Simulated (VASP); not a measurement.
Input of a VASP 6.6.1 run:

File INCAR:

```
SYSTEM = Ir
  PREC = Accurate
  ENCUT = 600
  EDIFF = 1E-7
  ISMEAR = 1
  SIGMA = 0.1
  LREAL = .FALSE.
  LASPH = .TRUE.
  NELM = 80
  ALGO = Normal
  ISIF = 2
  LWAVE = .FALSE.
  LCHARG = .FALSE.
  METAGGA = R2SCAN
  LMIXTAU = .TRUE.
  IBRION = 2
  NSW = 40
  EDIFFG = -0.01
```

Contents of KPOINTS:

```
regular mesh
0
G
  16 16 16
  0 0 0
```

POSCAR

```
Ir                                      
1.0
    0.0000000000      1.9267836765      1.9267836765
    1.9267836765      0.0000000000      1.9267836765
    1.9267836765      1.9267836765      0.0000000000
  Ir            
     1
Direct
     0.0000000000000000    0.0000000000000000    0.0000000000000000
```

Potentials or basis: VASP PAW PBE potentials, release 64 (Ir).

Command:

```bash
$ cat potpaw_PBE.64/Ir/POTCAR > POTCAR
$ mpirun -np 1 vasp_std > vasp.out
```

(1) Predict the band gap on the k mesh.

Results:

(1) none (metal or under the smearing width).

Caveat: the relaxation stopped at its first step, so nothing moved.
